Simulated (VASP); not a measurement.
Here is the system:

```yaml
crystal:
  lattice:
    - [1.78146, -3.08557, 0.00000]
    - [1.78146, 3.08557, 0.00000]
    - [0.00000, 0.00000, 5.47226]
  atoms:
    - { symbol: Ho, position: [0.33333, 0.66667, 0.25000] }
    - { symbol: Ho, position: [0.66667, 0.33333, 0.75000] }
```

Calculation: optB86b-vdW, VASP's PBE PAW potentials (set 64) (plane waves; VASP). Run with 520 eV cut-off, Gaussian smearing of 0.050 eV, potentials Ho_3.

The 4f electrons are frozen in the core of the lanthanide potential, so 4f levels, which can set the real gap, and their magnetism are missing.

**Question.** Give the energies of bands 7 to 12 at the high-symmetry points, in eV from the Fermi level.

**Answer.** 
| band | Γ | M | K | A | L | H |
|---|---|---|---|---|---|---|
| 7 | -5.36 | -2.02 | -0.94 | -3.65 | -2.00 | -0.61 |
| 8 | -2.24 | -1.47 | -0.79 | -3.65 | -2.00 | -0.61 |
| 9 | 1.45 | -0.95 | -0.79 | 1.13 | 0.10 | -0.42 |
| 10 | 1.86 | -0.01 | -0.45 | 1.13 | 0.10 | -0.42 |
| 11 | 1.86 | 1.48 | 1.27 | 1.74 | 1.71 | 0.59 |
| 12 | 2.45 | 1.75 | 1.27 | 1.74 | 1.71 | 0.59 |

It has no gap at this level: it comes out as a metal or semimetal.

The compound is Ho in the hcp structure. It was relaxed first.
